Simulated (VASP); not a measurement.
Consider the following.

```xyz
6
Lattice="4.1845 0.0000 0.0000 0.0000 4.1845 0.0000 0.0000 0.0000 7.3036" Properties=species:S:1:pos:R:3 pbc="T T T"
Sr     0.0000     2.0923     5.9447
Sr     2.0923     0.0000     1.3589
Br     2.0923     0.0000     4.7210
Br     0.0000     2.0923     2.5826
F      2.0923     2.0923     0.0000
F      0.0000     0.0000     0.0000
```

These are PBEsol GGA, VASP's PBE PAW potentials (set 64) (plane waves; VASP 6.6.1) values and carry that method's errors. Run with 520 eV cut-off, 6×6×4 Γ-centred mesh, tetrahedra with Blöchl corrections, potentials Sr_sv Br F.

### Question
Estimate the energy per atom (σ→0), band gap (on the k-mesh) with the smallest direct gap where there is one.

### Answer

| Item | Value |
|---|---|
| band gap (on the k-mesh) | 5.03 eV |
| smallest direct gap (on the k-mesh) | 5.03 eV |
| energy per atom (σ→0) | -480.3 kJ/mol of atoms |

The absolute energy has meaning only against runs of the same code, potentials and settings.

The structure comes from a computed database's SrBrF entry (P4/nmm); how it stands against other phases isn't given here. It was relaxed first.
